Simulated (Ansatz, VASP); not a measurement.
# WS2 in two plane-wave programs

Wanted: the spread between two codes on one cell, functional and k mesh. Of the first pair: The structure shown is the start of the Ansatz relaxation below; VASP solves that cell, so the two are compared at the walk's first step.

Method: plane waves, with VASP 6.6.1 beside it; single point at PBEsol, in Ansatz 0.2.0.

## Step 1: Set-up

The cell holds 9 atoms: 3 W and 6 S. Its edges and angles: a = 5.448 Å, b = 5.448 Å, c = 29.504 Å, α = 90.0°, β = 90.0°, γ = 60.0°. It derives from WS2. Vacuum lies along c.

## Step 2: Ansatz: relaxation, PBEsol

Ansatz runs on its PAW soft_1 files.

The two programs are compared at the cell with which this relaxation starts, whose forces are those of its first step.

The input, input.yaml:

```yaml
crystal:
  lattice:
    - [4.7179496554, 2.7239095036, 0.0]
    - [0.0, 5.4478190071, 0.0]
    - [0.0, 0.0, 29.504]
  atoms:
    - { symbol: W, position: [0.0233149638, -0.0466301983, 0.3389370858] }
    - { symbol: W, position: [0.3333335362, 0.3333331061, 0.3389370933] }
    - { symbol: W, position: [0.6433514999, 0.7132970922, 0.3389371007] }
    - { symbol: S, position: [0.9943955357, 0.3333331483, 0.3895885222] }
    - { symbol: S, position: [0.3389379977, 0.6610619992, 0.3944486903] }
    - { symbol: S, position: [0.6666662633, 1.0056048525, 0.394448566] }
    - { symbol: S, position: [0.3277286202, 0.0056046617, 0.2834254787] }
    - { symbol: S, position: [0.6722713285, 0.3333331663, 0.2882856519] }
    - { symbol: S, position: [5.14e-08, 0.6610619687, 0.2834254741] }
  periodic: [true, true, false]
kpoints:
  mp_grid: { grid: [9, 9, 1] }
hamiltonian:
  xc: pbesol
  pseudopotentials: { kind: paw, azcp: { folder: soft_1 }, xc_functional: pbe }
scf:
  occupations: { method: methfessel_paxton, width: 0.2 }
output:
  forces: true
  stress: true
  eigenvalues: true
  write_density: true
  write_potential: true
  elf: true
  volumetric_format: npy
relax:
  adjacent_minimum: "off"
  f_tol: 0.002
  max_steps: 120
  cell: { stress_2d_tol: 0.005 }
```

Command:

```bash
ansatz run input.yaml --threads 4 --pin off --max-ram 16384MiB --backend cpu --events-out ev --progress --plain --runs-dir out
```

Numbers of over 12 decimals in the logs are rounded to 6 here.

The log of the run:

```text
Warning: the atoms were moved onto the symmetric positions of the space group found under crystal.symmetry.tolerance 1.0e-5 (fractional; no operation is sought that the atoms, as they stand in a round, miss by more than twice it, and no atom is moved by as much as it), and the run uses the moved positions. Before a round's move an operation carried an atom to 4.18e-6 Å from where it should land, the largest such dist [...]
Engine: ansatz 0.2.0, aarch64-unknown-linux-gnu
Pseudopotentials: kind: paw
Pseudopotential: W, paw, valence charge 14, recommended cutoff 420 eV (normal), soft_1/W.paw.azcp
Pseudopotential: S, paw, valence charge 6, recommended cutoff 420 eV (normal), soft_1/S.paw.azcp
Functional definition: PBEsol
  exchange = pbesol_x
  correlation = pbesol_c
Crystal: 9 atoms, lattice volume = 758.328 Å³
Basis set: ecut = 420 eV, 14757 PW (Γ), exchange–correlation on 80×80×400 points (8 copies of the dense FFT grid, shifted against one another)
Bands: 48, of which v1, the nominal top of the filled ones, is band 39 counted from 1 (38 counted from 0)
Symmetry: 4 space group operations
Space group: C2/m (ITA 12), of the structure as read, at distance tolerance 9.1e-5 Å
k-points: 25 of 81
Non-local potential: W, projectors of the file, l = 0: 3, l = 1: 2, l = 2: 2, l = 3: 1
Non-local potential: S, projectors of the file, l = 0: 2, l = 1: 2, l = 2: 1
PAW form: soft (Blöchl's): semilocal exchange-correlation on the pseudo side does not see the compensation charge
PAW frozen core: W, regenerated for the run's functional, and the local potential with it (the file was generated under x = pbe(κ = 0.804, μ = 0.219515), c = pbe(β = 0.066725))
PAW frozen core: S, regenerated for the run's functional, and the local potential with it (the file was generated under x = pbe(κ = 0.804, μ = 0.219515), c = pbe(β = 0.066725))
PAW one-centre angular grid: W, 590 points (default); XC on 64 Gauss nodes
PAW one-centre angular grid: S, 110 points (default); XC on 64 Gauss nodes
[...]
SCF iter   4: F=—  HF=-36087.887022 eV  |F-HF|=—  |Δ(HF+E_count)|=   4.15e-9  S|Δr|=    0.00e0  Δρ=2.61e-7  dr2=9.98e-10  ethr=5.74e-11  ⟨swp⟩=3.5  Hψ=2524  notcnv=0
SCF iter   5: F=-36087.887022 eV  HF=-36087.887022 eV  |F-HF|=1.16e-10  |Δ(HF+E_count)|=  4.44e-10  S|Δr|=    0.00e0  Δρ=8.01e-8  dr2=6.03e-11  ethr=1.00e-12  ⟨swp⟩=10.8  Hψ=11503  notcnv=0
SCF 8 converged in 5 iterations: F = -36087.887022 eV  dr2 = 6.03e-11
relax step   8: F+E_penalty+E_count = -36087.88702213 eV  Δ(F+E_penalty+E_count) = +4.206e-6 eV  max|allowed force component| = 4.327e-4 eV/Å  Δτ_max = 0.0001 Å  P = -0.001 N/m  Ω = 784.165 Å³  energy of the carried Pulay correction = -4.686e-6 eV  fix = [c, alpha, beta]  reactions: c -0.000 N/m; alpha +0.000, beta +0.000 N/m/rad  (5 SCF iters, dr2 threshold 7.23e-11 eV, accepted)
iter 1 solved again at ethr=4.97e-7 eV; its pass at ethr=3.10e-3 eV (dr2=3.88e-4 eV) is discarded
SCF iter   1: F=—  HF=-36087.887073 eV  |F-HF|=—  |Δ(HF+E_count)|=         —  Δρ=1.05e-6  dr2=2.50e-8  ethr=4.97e-7  ⟨swp⟩=7.4  Hψ=15458  notcnv=0
eigensolver tolerance schedule: the retry pair's looser diagonalisation over-reported the residual by 15508.92 of it (diagonalisation noise at an unbounded share of the residual, at the tolerance the schedule requests for it); recorded, not acted on — ethr = c·dr2/N_el stays at c = 1.0e-1
SCF iter   2: F=—  HF=-36087.887027 eV  |F-HF|=—  |Δ(HF+E_count)|=   4.54e-5  S|Δr|=    0.00e0  Δρ=2.37e-6  dr2=2.06e-7  ethr=3.20e-11  ⟨swp⟩=6.8  Hψ=5799  notcnv=0
SCF iter   3: F=—  HF=-36087.887027 eV  |F-HF|=—  |Δ(HF+E_count)|=   2.64e-8  S|Δr|=    0.00e0  Δρ=7.72e-7  dr2=1.00e-8  ethr=3.20e-11  ⟨swp⟩=4.0  Hψ=2870  notcnv=0
SCF iter   4: F=—  HF=-36087.887027 eV  |F-HF|=—  |Δ(HF+E_count)|=   7.35e-8  S|Δr|=    0.00e0  Δρ=5.20e-7  dr2=6.46e-9  ethr=1.29e-11  ⟨swp⟩=2.2  Hψ=1775  notcnv=0
SCF iter   5: F=—  HF=-36087.887027 eV  |F-HF|=—  |Δ(HF+E_count)|=   4.88e-8  S|Δr|=    0.00e0  Δρ=3.20e-7  dr2=2.52e-9  ethr=8.29e-12  ⟨swp⟩=2.3  Hψ=1762  notcnv=0
SCF iter   6: F=—  HF=-36087.887027 eV  |F-HF|=—  |Δ(HF+E_count)|=   1.86e-8  S|Δr|=    0.00e0  Δρ=1.80e-7  dr2=7.11e-10  ethr=3.23e-12  ⟨swp⟩=2.7  Hψ=2047  notcnv=0
SCF iter   7: F=—  HF=-36087.887027 eV  |F-HF|=—  |Δ(HF+E_count)|=   3.41e-9  S|Δr|=    0.00e0  Δρ=8.71e-8  dr2=1.62e-10  ethr=9.12e-13 (applied; sched 1.00e-12)  ⟨swp⟩=2.8  Hψ=2053  notcnv=0
SCF iter   8: F=—  HF=-36087.887027 eV  |F-HF|=—  |Δ(HF+E_count)|=   1.16e-9  S|Δr|=    0.00e0  Δρ=3.20e-8  dr2=2.66e-11  ethr=2.08e-13 (applied; sched 1.00e-12)  ⟨swp⟩=2.8  Hψ=2299  notcnv=0
SCF iter   9: F=-36087.887027 eV  HF=-36087.887027 eV  |F-HF|=5.09e-11  |Δ(HF+E_count)|=  7.28e-11  S|Δr|=    0.00e0  Δρ=3.14e-9  dr2=1.91e-13  ethr=1.00e-12  ⟨swp⟩=14.6  Hψ=9918  notcnv=0
SCF 9 converged in 9 iterations: F = -36087.887027 eV  dr2 = 1.91e-13
relax step   9: F+E_penalty+E_count = -36087.88702742 eV  Δ(F+E_penalty+E_count) = -5.290e-6 eV  max|allowed force component| = 4.340e-4 eV/Å  Δτ_max = 0.0000 Å  P = -0.001 N/m  Ω = 784.165 Å³  fix = [c, alpha, beta]  reactions: c -0.000 N/m; alpha +0.000, beta +0.000 N/m/rad  stress off target by 1.36e-3 N/m on what of the cell is left free  SCF on the basis re-selected at this cell (its energy is not comparable with the rows above)  (9 SCF iters)
basis re-selected at this cell: Δ(F+E_penalty+E_count) = -5.290e-6 eV, ΔP = -0.000 N/m vs the last step (what re-selecting the basis moved, of the pressure what is left beyond the Pulay correction that the steps carried, after the strain that the cell walked since its last selection, with what the two solves' SCF thresholds leave and, on support functions, any second-order correction that the steps lacked; it is no m [...]
SCF converged after 9 iterations
Stability not checked: this state was not tested for a lower state beside it, because cold or Methfessel-Paxton smearing, or corrected tetrahedra, fill the levels in a way that the test cannot read (fill_not_monotonic; see scf.lower_state_search)
Free energy (F): -36087.887027 eV
Harris-Foulkes:  -36087.887027 eV  (|F-HF|=5.09e-11)
Internal energy: -36087.893134 eV  (E = F + TS)
E sigma→0 (E₀):  -36087.888554 eV
Entropy (-TS):   0.006106 eV (0.678 meV/atom)
Fermi energy:    -4.971703 eV
Step filling:    the computed levels leave a gap of 0.0102 eV = 0.1 smearing widths at the electron count; against every level under it full and every level over it empty, smearing changes F+E_penalty+E_count by -0.845 meV and its σ→0 estimate by -2.371 meV
--- Per-component energies (eV) ---
  E_band       = -1868.095581
  E_kinetic    = 1902.556675
  E_local      = -128023.063185  (includes V_loc(G=0)·N_el)
  E_nonlocal   = 140.872304
  E_hartree    = 62925.883731
  E_xc         = -1326.188063
  E_vxc        = -1189.356280  (∫ρ·V_xc dr)
  E_paw        = -28907.238869  (= ΣΔE_a)
  E_vpaw       = -550.873085  (= ΣTr[D̂ρ^β])
  E_aug_tail   = 0.000454  (compensation charges beyond the density's cutoff)
  E_ewald      = 57198.246549
  E_core_change = 1.037270  (= ΣΔE_core)
  E_smearing   = 0.006106  (= −TS)
  E_closure    = 0.000000  (closes the sum)
  Σ components = -36087.887027   (vs F -36087.887027, Δ=0.00e0)
--- Forces (eV/Å), atoms counted from 1 ---
  atom   1  W     -0.00015806     0.00027377     0.00000000
  atom   2  W      0.00000000     0.00000000     0.00000000
  atom   3  W      0.00015806    -0.00027377     0.00000000
  atom   4  S      0.00005814     0.00003357    -0.00043402
  atom   5  S      0.00008159     0.00003657     0.00007477
  atom   6  S      0.00007247     0.00005237     0.00007477
  atom   7  S     -0.00008159    -0.00003657    -0.00007477
  atom   8  S     -0.00005814    -0.00003357     0.00043402
  atom   9  S     -0.00007247    -0.00005237    -0.00007477
  max |Σ_I F_I| component: 0.00e0 eV/Å
--- 2D stress c σ (N/m, compression-positive) ---
       -0.001057      -0.000518      -0.000000
       -0.000518      -0.000459      -0.000000
       -0.000000      -0.000000      -0.000000
  P = ½ c Tr σ = -0.0008 N/m
--- Band table (eV; the first three rows and the last of 25) ---
  k-point 0: bands = [... 35 lower, -6.0141, -5.8190, -5.4697, -5.4652, -4.6570, -4.6373, -4.5775, -3.9175, ... 5 higher]
  k-point 1: bands = [... 35 lower, -6.0839, -6.0566, -5.8461, -5.0229, -4.7749, -4.6479, -4.3192, -3.7908, ... 5 higher]
  k-point 2: bands = [... 35 lower, -6.5998, -6.3248, -5.8802, -4.9376, -4.8941, -4.4882, -4.0083, -3.5641, ... 5 higher]
  k-point 24: bands = [... 35 lower, -7.1485, -6.7528, -6.6202, -6.0113, -4.3726, -4.1964, -3.9089, -2.9676, ... 5 higher]
--- Relaxed structure (7 steps of the walk, 6 accepted, 2 SCFs on fresh bases) ---
  F+E_penalty+E_count = -36087.88702742 eV   max|allowed force component| = 4.340e-4 eV/Å   (the final SCF, on the basis selected at the relaxed cell)
  cell:  # Å, volume = 784.1655 Å³
    - [4.768160, 2.752899, 0]
    - [-0.029583, 5.557036, 0]
    - [0, 0, 29.504]
  atoms:
    - { symbol: W, position: [0.025967, -0.051934, 0.338937] }
    - { symbol: W, position: [0.333333, 0.333333, 0.338937] }
    - { symbol: W, position: [0.640700, 0.718601, 0.338937] }
    - { symbol: S, position: [0.989218, 0.333333, 0.386970] }
    - { symbol: S, position: [0.343715, 0.658199, 0.393547] }
    - { symbol: S, position: [0.668581, 1.008468, 0.393547] }
    - { symbol: S, position: [0.322952, 0.00846755, 0.284327] }
    - { symbol: S, position: [0.677449, 0.333333, 0.290904] }
    - { symbol: S, position: [-0.00191407, 0.658199, 0.284327] }
```

In the SCF lines HF is the Harris–Foulkes energy and dr2 the Hartree energy of the density residual, in eV; the loop may stop once dr2 is under the threshold and the program's other checks hold. Hψ counts applications of the Hamiltonian.

(Part 1 of 2 ends here.)

[Lines on the potential files, build, host, timing and source positions are cut from VASP's logs without a mark.]

[Logs are printed without paths, hosts, clocks, repeated set-up lines and the standing remarks that a program may print on its own settings, such as how far it seeks lower states.]

[Hosts, paths, dates, database ids (printed as entryN), source tags and the programs' standing remarks are cut or masked in the printed files.]
